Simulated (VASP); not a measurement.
Level of theory: PBEsol GGA, VASP's PBE PAW potentials (set 64) (plane waves; VASP 6.6.1).

VASP ran on this input.

### INCAR
```
SYSTEM = PdTe
PREC = Accurate
ENCUT = 400
EDIFF = 1E-7
NELM = 100
ALGO = Normal
LREAL = .FALSE.
LASPH = .TRUE.
ISMEAR = -5
GGA = PS
LMAXMIX = 4
LWAVE = .FALSE.
LCHARG = .TRUE.
LORBIT = 11
NEDOS = 601
ISIF = 2
LEFG = .TRUE.
```

### KPOINTS
```
kpoints
0
G
 10 10 6
```

File POSCAR:
```
PdTe
11.2563220
  0.3691250589   0.0000000000   0.0000000000
 -0.1845625294   0.3196717171   0.0000000000
  0.0000000000   0.0000000000   0.4999999909
Pd Te
2 2
Cart
  0.0000000000   0.0000000000   0.4999999909
  0.0000000000   0.0000000000   0.2499999955
 -0.0000001846   0.2131145846   0.1249999977
  0.1845627140   0.1065571325   0.3749999932
```

POTCAR, in this order: Pd Te (PBE.64 set). Program: vasp_std.

The resulting files:

OSZICAR:
```
       N       E                     dE             d eps       ncg     rms          rms(c)
DAV:   1     0.149009418157E+03    0.14901E+03   -0.12038E+04  2256   0.113E+03
DAV:   2    -0.136876417389E+02   -0.16270E+03   -0.15381E+03  2600   0.246E+02
DAV:   3    -0.207016163039E+02   -0.70140E+01   -0.67591E+01  2632   0.504E+01
DAV:   4    -0.208266558218E+02   -0.12504E+00   -0.12565E+00  2632   0.724E+00
DAV:   5    -0.208290661193E+02   -0.24103E-02   -0.24549E-02  2556   0.962E-01    0.162E+01
DAV:   6    -0.206032721518E+02    0.22579E+00   -0.80774E-01  2388   0.878E+00    0.950E+00
DAV:   7    -0.205514576870E+02    0.51814E-01   -0.34040E-01  2320   0.575E+00    0.268E+00
DAV:   8    -0.205151085275E+02    0.36349E-01   -0.16208E-01  2292   0.424E+00    0.109E+00
DAV:   9    -0.205156190027E+02   -0.51048E-03   -0.63142E-03  2476   0.481E-01    0.761E-01
DAV:  10    -0.205151852923E+02    0.43371E-03   -0.47533E-03  2312   0.606E-01    0.255E-01
DAV:  11    -0.205150520982E+02    0.13319E-03   -0.43021E-04  2380   0.228E-01    0.201E-01
DAV:  12    -0.205150590219E+02   -0.69237E-05   -0.11980E-04  2436   0.748E-02    0.552E-02
DAV:  13    -0.205150657053E+02   -0.66834E-05   -0.65107E-06  2816   0.190E-02    0.183E-02
DAV:  14    -0.205150774893E+02   -0.11784E-04   -0.50795E-06  2420   0.223E-02    0.583E-03
DAV:  15    -0.205150825638E+02   -0.50746E-05   -0.15627E-06  2512   0.963E-03    0.415E-03
DAV:  16    -0.205150828809E+02   -0.31704E-06   -0.34261E-08  1136   0.136E-03    0.458E-03
DAV:  17    -0.205150819163E+02    0.96459E-06   -0.25502E-08  1136   0.162E-03    0.291E-03
DAV:  18    -0.205150814943E+02    0.42196E-06   -0.12777E-08  1124   0.693E-04    0.134E-03
DAV:  19    -0.205150812429E+02    0.25142E-06   -0.30792E-09  1132   0.499E-04    0.603E-04
DAV:  20    -0.205150811394E+02    0.10350E-06   -0.13076E-09  1128   0.181E-04    0.211E-04
DAV:  21    -0.205150810493E+02    0.90051E-07   -0.58793E-10  1132   0.209E-04
   1 F= -.20515081E+02 E0= -.20515081E+02  d E =0.000000E+00
```

### OUTCAR
```
------------------------ aborting loop because EDIFF is reached ----------------------------------------
  FORCE on cell =-STRESS in cart. coord.  units (eV):
  Direction    XX          YY          ZZ          XY          YZ          ZX
  --------------------------------------------------------------------------------------
  Total       -0.1576747     -0.1576747     -0.2894937      0.0000000     -0.0000000      0.0000000
  in kB       -3.0021697     -3.0021704     -5.5120412      0.0000000     -0.0000000      0.0000000
  external PRESSURE =      -3.8387938 kB  Pullay stress =       0.0000000 kB
  volume of cell :       84.15
      direct lattice vectors                 reciprocal lattice vectors
     4.154990521  0.000000000  0.000000000     0.240674436  0.138953433  0.000000000
    -2.077495261  3.598327782  0.000000000     0.000000000  0.277906867  0.000000000
     0.000000000  0.000000000  5.628160898     0.000000000  0.000000000  0.177677934
 POSITION                                       TOTAL-FORCE (eV/Angst)
 -----------------------------------------------------------------------------------
      0.00000      0.00000      0.00000        -0.000000      0.000000     -0.000000
      0.00000      0.00000      2.81408        -0.000000      0.000000     -0.000000
     -0.00000      2.39889      1.40704         0.000000     -0.000000     -0.000000
      2.07750      1.19944      4.22112        -0.000000      0.000000      0.000000
 -----------------------------------------------------------------------------------
    total drift:                               -0.000000      0.000000      0.000000
  FREE ENERGIE OF THE ION-ELECTRON SYSTEM (eV)
  ---------------------------------------------------
  free  energy   TOTEN  =       -20.5150810493 eV

  energy  without entropy=      -20.5150810493  energy(sigma->0) =      -20.51508105

 total charge

# of ion       s       p       d       tot
------------------------------------------
    1        0.426   0.474   8.613   9.513
    2        0.426   0.474   8.613   9.513
    3        1.401   1.824   0.079   3.304
    4        1.401   1.824   0.079   3.304
--------------------------------------------------
tot          3.652   4.597  17.385  25.634

 Electric field gradients after diagonalization (V/A^2)
 (convention: |V_zz| > |V_xx| > |V_yy|)
----------------------------------------------------------------------
 ion       V_xx      V_yy      V_zz     asymmetry (V_yy - V_xx)/ V_zz
----------------------------------------------------------------------
   1      14.778    14.777   -29.554       0.000
   2      14.778    14.777   -29.554       0.000
   3     -13.339   -13.338    26.677       0.000
   4     -13.339   -13.338    26.677       0.000
```
(Selected blocks of OUTCAR.)

For a metal the tetrahedron method with Blöchl corrections gives inexact stress and forces.

The structure was generated: PdTe was put into the NiAs type type (P6_3/mmc), which need not be its known phase. It was relaxed first, which changed the volume by -19 %.
